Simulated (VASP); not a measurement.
Consider the following.

```xyz
2
Lattice="1.7835 -3.0891 0.0000 1.7835 3.0891 0.0000 0.0000 0.0000 5.6251" Properties=species:S:1:pos:R:3 pbc="T T T"
Gd     1.7835     1.0297     1.4063
Gd     1.7835    -1.0297     4.2188
```

All values below come from vdW-DF-cx, VASP's PBE PAW potentials (set 64) (plane waves; VASP 6.6.1). Run with 520 eV cut-off, Gaussian smearing of 0.050 eV, potentials Gd_3.

The 4f electrons are frozen in the core of the lanthanide potential, so 4f levels, which can set the real gap, and their magnetism are missing.

### Question
Give the energies of bands 7 to 12 at the high-symmetry points, in eV from the Fermi level.

### Answer

```csv
band,Γ,M,K,A,L,H
7,-4.83,-1.77,-1.12,-3.21,-1.97,-0.63
8,-2.20,-1.59,-0.55,-3.21,-1.97,-0.63
9,1.71,-1.12,-0.55,0.94,-0.10,-0.38
10,1.71,0.44,-0.27,0.94,-0.10,-0.38
11,1.74,1.40,1.16,1.62,2.08,0.75
12,2.02,1.65,1.16,1.62,2.08,0.75
```

It has no gap at this level: it comes out as a metal or semimetal.

The compound is Gd in the hcp structure. It was relaxed first, which changed the volume by -6 %.
